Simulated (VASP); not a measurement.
Calculation: PBEsol GGA, VASP's PBE PAW potentials (set 64) (plane waves; VASP).

Input for VASP

INCAR:
```
SYSTEM = Zr4C3N
PREC = Accurate
ENCUT = 520
EDIFF = 1E-6
NELM = 100
ALGO = Normal
LREAL = .FALSE.
LASPH = .TRUE.
ISMEAR = 1
SIGMA = 0.1
GGA = PS
LMAXMIX = 4
LWAVE = .FALSE.
LCHARG = .FALSE.
IBRION = 2
ISIF = 3
NSW = 60
EDIFFG = -0.02
```

File POSCAR:
```
Zr4C3N
1
   -0.0000000000     2.3244172213     2.3244172213
    2.3244172213     0.0000000000     2.3244172213
    9.2867238010     9.2867238010     0.0109450841
Zr N C
4 1 3
Direct
  0.0022289896   0.0022289896   0.9983282578
  0.9977710104   0.9977710104   0.2516717422
  0.9990116773   0.9990116773   0.5007412420
  0.0009883227   0.0009883227   0.7492587580
  0.5000000000   0.5000000000   0.1250000000
  0.5055789793   0.5055789793   0.3708157655
  0.5000000000   0.5000000000   0.6250000000
  0.4944210207   0.4944210207   0.8791842345
```

**KPOINTS**
```
Automatic mesh
0
Gamma
10 10 3
0 0 0
```

POTCAR, in this order: Zr_sv N C (PBE.64 set). Program: vasp_std.

Output of the run:

File OUTCAR:
```
 ion  position               nearest neighbor table
   1  0.002  0.002  0.998-   8 2.29   8 2.29   8 2.29   5 2.33   5 2.33   5 2.33   4 3.28   4 3.28
                             4 3.28   2 3.31   2 3.31   2 3.31
   2  0.998  0.998  0.252-   6 2.29   6 2.29   6 2.29   5 2.33   5 2.33   5 2.33   3 3.28   3 3.28
                             3 3.28   1 3.31   1 3.31   1 3.31
   3  0.999  0.999  0.501-   7 2.32   7 2.32   7 2.32   6 2.35   6 2.35   6 2.35   4 3.27   4 3.27
                             4 3.27   2 3.28   2 3.28   2 3.28
   4  0.001  0.001  0.749-   7 2.32   7 2.32   7 2.32   8 2.35   8 2.35   8 2.35   3 3.27   3 3.27
                             3 3.27   1 3.28   1 3.28   1 3.28
   5  0.500  0.500  0.125-   1 2.33   1 2.33   2 2.33   2 2.33   1 2.33   2 2.33
   6  0.506  0.506  0.371-   2 2.29   2 2.29   2 2.29   3 2.35   3 2.35   3 2.35
   7  0.500  0.500  0.625-   3 2.32   4 2.32   4 2.32   4 2.32   3 2.32   3 2.32
   8  0.494  0.494  0.879-   1 2.29   1 2.29   1 2.29   4 2.35   4 2.35   4 2.35
  LATTYP: Found a trigonal (rhomboedric) cell.
 ALAT       =    10.8838156692
 COS(alpha) =     0.9543893971
 Subroutine PRICEL returns:
 Original cell was already a primitive cell.
 Subroutine GETGRP returns: Found 12 space group operations
The static configuration has the point symmetry C_3v.
 The point group associated with its full space group is D_3d.
The dynamic configuration has the point symmetry C_3v.
 Subroutine INISYM returns: Found 12 space group operations
 Subroutine IBZKPT returns following result:
 Found     78 irreducible k-points:

 Following reciprocal coordinates:
            Coordinates               Weight
  0.000000  0.000000  0.000000      1.000000
  0.100000  0.000000 -0.000000      4.000000
  0.200000  0.000000 -0.000000      4.000000
  0.300000  0.000000  0.000000      4.000000
  0.400000  0.000000 -0.000000      4.000000
  0.500000  0.000000 -0.000000      3.000000
  0.100000  0.100000  0.000000      2.000000
  0.200000  0.100000  0.000000      4.000000
  0.300000  0.100000  0.000000      4.000000
  0.400000  0.100000 -0.000000      4.000000
  0.500000  0.100000 -0.000000      8.000000
 -0.400000  0.100000 -0.000000      4.000000
 -0.300000  0.100000 -0.000000      4.000000
 -0.200000  0.100000 -0.000000      4.000000
 -0.100000  0.100000  0.000000      2.000000
  0.200000  0.200000  0.000000      2.000000
  0.300000  0.200000  0.000000      4.000000
  0.400000  0.200000  0.000000      4.000000
  0.500000  0.200000 -0.000000      8.000000
 -0.400000  0.200000 -0.000000      4.000000
 -0.300000  0.200000 -0.000000      4.000000
 -0.200000  0.200000  0.000000      2.000000
  0.300000  0.300000  0.000000      2.000000
  0.400000  0.300000 -0.000000      4.000000
 -0.400000  0.300000 -0.000000      4.000000
 -0.300000  0.300000  0.000000      2.000000
  0.400000  0.400000  0.000000      2.000000
 -0.400000  0.400000  0.000000      2.000000
  0.000000  0.000000  0.333333      2.000000
  0.100000  0.000000  0.333333      4.000000
  0.200000  0.000000  0.333333      4.000000
  0.300000  0.000000  0.333333      4.000000
  0.400000  0.000000  0.333333      4.000000
  0.500000  0.000000  0.333333      6.000000
 -0.400000  0.000000  0.333333      4.000000
 -0.300000  0.000000  0.333333      4.000000
 -0.200000  0.000000  0.333333      4.000000
 -0.100000  0.000000  0.333333      4.000000
  0.100000  0.100000  0.333333      2.000000
  0.200000  0.100000  0.333333      4.000000
   k-points           NKPTS =     78   k-points in BZ     NKDIM =     78   number of bands    NBANDS=     39
   number of dos      NEDOS =    301   number of ions     NIONS =      8
   total plane-waves  NPLWV =  56448
   dimension x,y,z NGX =    24 NGY =   24 NGZ =   98
   dimension x,y,z NGXF=    48 NGYF=   48 NGZF=  196
   ions per type =               4   1   3
   PREC   = accura    normal or accurate (medium, high low for compatibility)
...
```

OSZICAR:
```
       N       E                     dE             d eps       ncg     rms          rms(c)
DAV:   1     0.617647127457E+03    0.61765E+03   -0.35088E+04  6084   0.168E+03
DAV:   2    -0.379209936653E+02   -0.65557E+03   -0.63469E+03  7134   0.470E+02
DAV:   3    -0.942501231321E+02   -0.56329E+02   -0.55385E+02  9683   0.113E+02
DAV:   4    -0.971166242348E+02   -0.28665E+01   -0.28632E+01  8920   0.238E+01
DAV:   5    -0.972142427860E+02   -0.97619E-01   -0.97607E-01  8608   0.424E+00    0.457E+01
DAV:   6    -0.836717959601E+02    0.13542E+02   -0.85460E+01  7062   0.365E+01    0.189E+01
DAV:   7    -0.835378755604E+02    0.13392E+00   -0.70690E+00  8326   0.104E+01    0.982E+00
DAV:   8    -0.835000269992E+02    0.37849E-01   -0.60478E-01  8112   0.408E+00    0.121E+00
DAV:   9    -0.834961196173E+02    0.39074E-02   -0.10944E-01  8111   0.159E+00    0.711E-01
DAV:  10    -0.834967143892E+02   -0.59477E-03   -0.10775E-02  7352   0.758E-01    0.232E-01
DAV:  11    -0.834966109671E+02    0.10342E-03   -0.18563E-03  8521   0.235E-01    0.599E-02
DAV:  12    -0.834966210233E+02   -0.10056E-04   -0.26551E-04  7712   0.809E-02    0.326E-02
DAV:  13    -0.834966099106E+02    0.11113E-04   -0.38053E-05  8083   0.302E-02    0.101E-02
DAV:  14    -0.834966086108E+02    0.12998E-05   -0.34540E-06  5898   0.105E-02    0.330E-03
DAV:  15    -0.834966081552E+02    0.45558E-06   -0.42556E-07  4638   0.422E-03
   1 F= -.83496608E+02 E0= -.83496926E+02  d E =-.834966E+02
       N       E                     dE             d eps       ncg     rms          rms(c)
DAV:   1    -0.834978437915E+02   -0.12352E-02   -0.81576E-01  6112   0.582E+00    0.215E-01
DAV:   2    -0.834990304200E+02   -0.11866E-02   -0.16414E-02  7928   0.789E-01    0.118E-01
DAV:   3    -0.834989437806E+02    0.86639E-04   -0.78693E-04  8423   0.144E-01    0.618E-02
DAV:   4    -0.834989209611E+02    0.22820E-04   -0.13422E-04  7840   0.638E-02    0.189E-02
DAV:   5    -0.834989215576E+02   -0.59650E-06   -0.31397E-05  7292   0.243E-02    0.116E-02
DAV:   6    -0.834989210353E+02    0.52230E-06   -0.59453E-06  6097   0.110E-02
   2 F= -.83498921E+02 E0= -.83499098E+02  d E =-.231288E-02
       N       E                     dE             d eps       ncg     rms          rms(c)
DAV:   1    -0.834989258252E+02   -0.42676E-05   -0.29088E-03  6441   0.348E-01    0.129E-02
DAV:   2    -0.834989295535E+02   -0.37283E-05   -0.57451E-05  7808   0.469E-02    0.736E-03
DAV:   3    -0.834989291186E+02    0.43484E-06   -0.23714E-06  5416   0.846E-03
   3 F= -.83498929E+02 E0= -.83499115E+02  d E =-.232096E-02
       N       E                     dE             d eps       ncg     rms          rms(c)
DAV:   1    -0.834991437378E+02   -0.21418E-03   -0.29412E-02  6224   0.118E+00    0.193E-01
DAV:   2    -0.834990215185E+02    0.12222E-03   -0.10742E-03  8004   0.216E-01    0.733E-02
DAV:   3    -0.834989657924E+02    0.55726E-04   -0.25952E-04  8852   0.955E-02    0.274E-02
DAV:   4    -0.834989662591E+02   -0.46667E-06   -0.46302E-05  8406   0.291E-02    0.116E-02
DAV:   5    -0.834989663755E+02   -0.11638E-06   -0.57386E-06  7102   0.114E-02
   4 F= -.83498966E+02 E0= -.83499150E+02  d E =-.372568E-04
```

OUTCAR:
```
------------------------ aborting loop because EDIFF is reached ----------------------------------------
  FORCE on cell =-STRESS in cart. coord.  units (eV):
  Direction    XX          YY          ZZ          XY          YZ          ZX
  --------------------------------------------------------------------------------------
  Total       -0.0485311     -0.0485311     -0.0485311     -0.0047196      0.0047196      0.0047196
  in kB       -0.7745158     -0.7745158     -0.7745158     -0.0753215      0.0753215      0.0753215
  external PRESSURE =      -0.7745158 kB  Pullay stress =       0.0000000 kB
  volume of cell :      100.39
      direct lattice vectors                 reciprocal lattice vectors
    -0.000000000  2.325287678  2.325287678    -0.215162609  0.214891707  0.215162609
     2.325287678 -0.000000000  2.325287678     0.214891707 -0.215162609  0.215162609
     9.289454760  9.289454760  0.011695950     0.053858378  0.053858378 -0.053858378
 POSITION                                       TOTAL-FORCE (eV/Angst)
 -----------------------------------------------------------------------------------
      9.27599      9.27599      0.02516        -0.001831     -0.001831      0.001831
      4.66111      4.66111      4.64004         0.001831      0.001831     -0.001831
      6.97652      6.97652      4.64992        -0.011134     -0.011134      0.011134
      6.96059      6.96059      0.01528         0.011134      0.011134     -0.011134
      2.32383      2.32383      2.32675        -0.000000      0.000000     -0.000000
      4.61535      4.61535      2.36051        -0.003714     -0.003714      0.003714
      6.96855      6.96855      2.33260        -0.000000     -0.000000     -0.000000
      9.32175      9.32175      2.30468         0.003714      0.003714     -0.003714
 -----------------------------------------------------------------------------------
    total drift:                               -0.000000      0.000000     -0.000000
  FREE ENERGIE OF THE ION-ELECTRON SYSTEM (eV)
  ---------------------------------------------------
  free  energy   TOTEN  =       -83.4989663755 eV

  energy  without entropy=      -83.4995178976  energy(sigma->0) =      -83.49915022

 reached required accuracy - stopping structural energy minimisation
```
(Selected blocks of OUTCAR.)

CONTCAR:
```
Zr4C3N
   1.00000000000000
    -0.0000000000000032    2.3252876775550786    2.3252876775550848
     2.3252876775550786   -0.0000000000000032    2.3252876775550848
     9.2894547599740029    9.2894547599740029    0.0116959501462626
  Zr              N               C
     4     1     3
Direct
     0.0028999883994075    0.0028999883994075    0.9978250087004409
     0.9971000116005926    0.9971000116005926    0.2521749912995592
     0.9985987794913357    0.9985987794913357    0.5010509153564926
     0.0014012205086644    0.0014012205086644    0.7489490846435074
     0.5000000000000000    0.5000000000000000    0.1250000000000000
     0.5066432739629386    0.5066432739629386    0.3700175445027921
     0.5000000000000000    0.5000000000000000    0.6250000000000000
     0.4933567260370615    0.4933567260370615    0.8799824554972079
```

The structure was generated: Zr4C3N was put into an ordered model structure (R-3m), which need not be its known phase. This run relaxes it. Symmetry was kept, so distortions that lower it aren't found. The start is the result of an earlier pass. The electron count is odd and the run is not spin-polarised, which forces a metal.
